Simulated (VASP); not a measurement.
These are revTPSS meta-GGA, VASP's PBE PAW potentials (set 64) (plane waves; VASP) values and carry that method's errors.

A VASP calculation is set up with these files.

### INCAR
```
ALGO = Normal
EDIFF = 1E-7
EDIFFG = -0.01
ENCUT = 520
IBRION = 2
ISIF = 4
ISMEAR = 0
LASPH = T
LCHARG = F
LMAXMIX = 4
LMIXTAU = T
LREAL = F
LWAVE = F
METAGGA = RTPSS
NELM = 100
NSW = 30
PREC = Accurate
SIGMA = 0.05
SYSTEM = SnO
```

### KPOINTS
```
Automatic mesh
0
Gamma
6 6 5
0 0 0
```

File POSCAR:
```
SnO
1
    3.9058694751     0.0000000000     0.0000000000
    0.0000000000     3.9058694751     0.0000000000
    0.0000000000     0.0000000000     4.7739553511
Sn O
2 2
Direct
  0.5000000000   0.0000000000   0.7523147289
  0.0000000000   0.5000000000   0.2476852711
  0.5000000000   0.5000000000   0.0000000000
  0.0000000000   0.0000000000   0.0000000000
```

POTCAR, in this order: Sn_d O (PBE.64 set). Program: vasp_std.

The resulting files:

OSZICAR:
```
       N       E                     dE             d eps       ncg     rms          rms(c)
DAV:   1     0.435419471126E+03    0.43542E+03   -0.20983E+04  1456   0.256E+03
DAV:   2     0.856798475967E+02   -0.34974E+03   -0.34548E+03  1488   0.570E+02
DAV:   3     0.332474947870E+02   -0.52432E+02   -0.52020E+02  1792   0.199E+02
DAV:   4     0.312454612832E+02   -0.20020E+01   -0.20003E+01  1592   0.443E+01
DAV:   5     0.312037270122E+02   -0.41734E-01   -0.41725E-01  1856   0.649E+00    0.148E+01
DAV:   6     0.591537919376E+01   -0.25288E+02   -0.19908E+02  1680   0.142E+02    0.156E+01
DAV:   7     0.881407260690E+01    0.28987E+01   -0.77683E+00  1720   0.330E+01    0.121E+01
DAV:   8     0.816544022341E+01   -0.64863E+00   -0.64336E+01  2264   0.762E+01    0.120E+01
DAV:   9     0.102753990583E+02    0.21100E+01   -0.21978E+01  2016   0.341E+01    0.215E+00
DAV:  10     0.101136029661E+02   -0.16180E+00   -0.11301E+00  1512   0.691E+00    0.125E+00
DAV:  11     0.100638107193E+02   -0.49792E-01   -0.14925E-01  1800   0.316E+00    0.153E+00
DAV:  12     0.101028206913E+02    0.39010E-01   -0.18216E-01  1968   0.332E+00    0.307E-01
DAV:  13     0.100904607188E+02   -0.12360E-01   -0.27323E-02  1696   0.140E+00    0.791E-02
DAV:  14     0.100868173665E+02   -0.36434E-02   -0.46335E-03  1904   0.709E-01    0.644E-02
DAV:  15     0.100860957292E+02   -0.72164E-03   -0.14811E-03  1960   0.526E-01    0.303E-02
DAV:  16     0.100860030535E+02   -0.92676E-04   -0.23400E-04  1888   0.257E-01    0.125E-02
DAV:  17     0.100860289810E+02    0.25928E-04   -0.10835E-04  2040   0.844E-02    0.161E-02
DAV:  18     0.100859940255E+02   -0.34956E-04   -0.38221E-05  1800   0.496E-02    0.403E-03
DAV:  19     0.100859917377E+02   -0.22878E-05   -0.40850E-06  1760   0.264E-02    0.292E-03
DAV:  20     0.100859907801E+02   -0.95759E-06   -0.61786E-07  1448   0.940E-03    0.146E-03
DAV:  21     0.100859910054E+02    0.22537E-06   -0.14958E-07   984   0.721E-03    0.103E-03
DAV:  22     0.100859906683E+02   -0.33716E-06   -0.35117E-07  1232   0.477E-03    0.586E-04
DAV:  23     0.100859906962E+02    0.27915E-07   -0.33349E-08   752   0.220E-03
   1 F= 0.10085991E+02 E0= 0.10086126E+02  d E =0.100860E+02
       N       E                     dE             d eps       ncg     rms          rms(c)
DAV:   1     0.100960799528E+02    0.10089E-01   -0.13811E+01  1712   0.239E+01    0.893E-01
DAV:   2     0.100511330820E+02   -0.44947E-01   -0.38215E-01  1640   0.550E+00    0.349E-01
DAV:   3     0.100506673914E+02   -0.46569E-03   -0.31346E-02  1696   0.155E+00    0.249E-01
DAV:   4     0.100512425473E+02    0.57516E-03   -0.79196E-03  1528   0.885E-01    0.151E-01
DAV:   5     0.100506237779E+02   -0.61877E-03   -0.90535E-03  1648   0.814E-01    0.304E-02
DAV:   6     0.100506591530E+02    0.35375E-04   -0.62038E-04  1728   0.285E-01    0.223E-02
DAV:   7     0.100506369272E+02   -0.22226E-04   -0.52320E-05  1832   0.703E-02    0.125E-02
DAV:   8     0.100506715070E+02    0.34580E-04   -0.81083E-05  1912   0.908E-02    0.515E-03
DAV:   9     0.100506403962E+02   -0.31111E-04   -0.27670E-05  1600   0.554E-02    0.303E-03
DAV:  10     0.100506401526E+02   -0.24359E-06   -0.22022E-06  1992   0.158E-02    0.271E-03
DAV:  11     0.100506396695E+02   -0.48307E-06   -0.45485E-07  1464   0.982E-03    0.942E-04
DAV:  12     0.100506394884E+02   -0.18113E-06   -0.18822E-07  1312   0.484E-03    0.463E-04
DAV:  13     0.100506395663E+02    0.77930E-07   -0.64522E-08   776   0.310E-03
   2 F= 0.10050640E+02 E0= 0.10050640E+02  d E =-.353511E-01
       N       E                     dE             d eps       ncg     rms          rms(c)
DAV:   1     0.100532593802E+02    0.26199E-02   -0.17452E+00  1712   0.842E+00    0.306E-01
DAV:   2     0.100477646437E+02   -0.54947E-02   -0.46240E-02  1912   0.200E+00    0.135E-01
DAV:   3     0.100478107940E+02    0.46150E-04   -0.25983E-03  1792   0.500E-01    0.869E-02
DAV:   4     0.100478911906E+02    0.80397E-04   -0.69495E-04  1560   0.274E-01    0.423E-02
DAV:   5     0.100478167379E+02   -0.74453E-04   -0.10227E-03  1752   0.294E-01    0.119E-02
DAV:   6     0.100478275688E+02    0.10831E-04   -0.60097E-05  1784   0.958E-02    0.822E-03
DAV:   7     0.100478269990E+02   -0.56978E-06   -0.68970E-06  1872   0.243E-02    0.424E-03
DAV:   8     0.100478306287E+02    0.36297E-05   -0.10537E-05  2000   0.347E-02    0.162E-03
DAV:   9     0.100478286560E+02   -0.19726E-05   -0.20234E-06  1608   0.161E-02    0.122E-03
DAV:  10     0.100478285107E+02   -0.14530E-06   -0.13436E-07  1240   0.316E-03    0.558E-04
DAV:  11     0.100478282732E+02   -0.23753E-06   -0.14229E-07   976   0.513E-03    0.402E-04
DAV:  12     0.100478283393E+02    0.66078E-07   -0.38541E-08   736   0.258E-03
   3 F= 0.10047828E+02 E0= 0.10047828E+02  d E =-.381624E-01
       N       E                     dE             d eps       ncg     rms          rms(c)
DAV:   1     0.100236959809E+02   -0.24132E-01   -0.11580E+00  1576   0.938E+00    0.890E-01
DAV:   2     0.100388796408E+02    0.15184E-01   -0.40141E-02  1864   0.249E+00    0.537E-01
DAV:   3     0.100426362299E+02    0.37566E-02   -0.72597E-03  1936   0.120E+00    0.129E-01
DAV:   4     0.100425816446E+02   -0.54585E-04   -0.55847E-03  1448   0.693E-01    0.391E-02
DAV:   5     0.100416819902E+02   -0.89965E-03   -0.17088E-03  1440   0.386E-01    0.192E-02
DAV:   6     0.100415817519E+02   -0.10024E-03   -0.13072E-04  1552   0.134E-01    0.417E-03
DAV:   7     0.100415760660E+02   -0.56859E-05   -0.33530E-05  1624   0.634E-02    0.306E-03
DAV:   8     0.100415663355E+02   -0.97305E-05   -0.48436E-06  1560   0.228E-02    0.212E-03
DAV:   9     0.100415663187E+02   -0.16845E-07   -0.28946E-07  1520   0.568E-03
   4 F= 0.10041566E+02 E0= 0.10041566E+02  d E =-.626202E-02
       N       E                     dE             d eps       ncg     rms          rms(c)
DAV:   1     0.998810497630E+01   -0.53461E-01   -0.31895E+00  1576   0.156E+01    0.148E+00
DAV:   2     0.100302240541E+02    0.42119E-01   -0.10786E-01  1832   0.399E+00    0.890E-01
DAV:   3     0.100408614945E+02    0.10637E-01   -0.20943E-02  1880   0.191E+00    0.204E-01
DAV:   4     0.100409229501E+02    0.61456E-04   -0.16523E-02  1440   0.119E+00    0.658E-02
DAV:   5     0.100377582984E+02   -0.31647E-02   -0.45912E-03  1440   0.625E-01    0.327E-02
DAV:   6     0.100376324725E+02   -0.12583E-03   -0.28168E-04  1696   0.205E-01    0.688E-03
DAV:   7     0.100376210125E+02   -0.11460E-04   -0.87052E-05  1512   0.105E-01    0.449E-03
DAV:   8     0.100375920607E+02   -0.28952E-04   -0.16222E-05  1488   0.399E-02    0.313E-03
DAV:   9     0.100375923425E+02    0.28182E-06   -0.11563E-06  1784   0.113E-02    0.105E-03
DAV:  10     0.100375913966E+02   -0.94590E-06   -0.13127E-06  1456   0.131E-02    0.459E-04
DAV:  11     0.100375912815E+02   -0.11514E-06   -0.11170E-07  1064   0.337E-03    0.226E-04
DAV:  12     0.100375912383E+02   -0.43203E-07   -0.15405E-08   744   0.152E-03
   5 F= 0.10037591E+02 E0= 0.10037594E+02  d E =-.102371E-01
```

### OUTCAR
```
------------------------ aborting loop because EDIFF is reached ----------------------------------------
  FORCE on cell =-STRESS in cart. coord.  units (eV):
  Direction    XX          YY          ZZ          XY          YZ          ZX
  --------------------------------------------------------------------------------------
  Total       -0.6954100     -0.6954100     -0.7030990      0.0000000     -0.0000000      0.0000000
  in kB      -15.2981072    -15.2981072    -15.4672544      0.0000000     -0.0000000      0.0000000
  external PRESSURE =     -15.3544896 kB  Pullay stress =       0.0000000 kB
  volume of cell :       72.83
      direct lattice vectors                 reciprocal lattice vectors
     3.850726726  0.000000000  0.000000000     0.259691240  0.000000000  0.000000000
     0.000000000  3.850726726 -0.000000000     0.000000000  0.259691240  0.000000000
     0.000000000  0.000000000  4.911661253     0.000000000  0.000000000  0.203597103
 POSITION                                       TOTAL-FORCE (eV/Angst)
 -----------------------------------------------------------------------------------
      1.92536      0.00000      3.75050         0.000000      0.000000     -0.009166
      0.00000      1.92536      1.16116         0.000000      0.000000      0.009166
      1.92536      1.92536      4.91166         0.000000     -0.000000      0.000000
      0.00000      0.00000     -0.00000         0.000000      0.000000      0.000000
 -----------------------------------------------------------------------------------
    total drift:                                0.000000      0.000000      0.000000
  FREE ENERGIE OF THE ION-ELECTRON SYSTEM (eV)
  ---------------------------------------------------
  free  energy   TOTEN  =        10.0375912383 eV

  energy  without entropy=       10.0375973362  energy(sigma->0) =       10.03759429

 reached required accuracy - stopping structural energy minimisation
```
(Selected blocks of OUTCAR.)

CONTCAR:
```
SnO
   1.00000000000000
     3.8507267256612301    0.0000000000000000    0.0000000000000000
     0.0000000000000000    3.8507267256612301   -0.0000000000000000
     0.0000000000000000    0.0000000000000000    4.9116612530617525
  Sn              O
     2     2
Direct
     0.5000000000000000    0.0000000000000000    0.7635908076788303
     0.0000000000000000    0.5000000000000000    0.2364091923211697
     0.5000000000000000    0.5000000000000000    1.0000000000000000
     0.0000000000000000    0.0000000000000000    0.0000000000000000
```

Without a dispersion term in the relaxation, distances and binding between the weakly bound layers, chains or molecules are unreliable, and so is what depends on them.

The compound is SnO in the litharge structure. This cell is one point of a volume scan, at 1.06 of the reference volume. Symmetry was kept, so distortions that lower it aren't found.
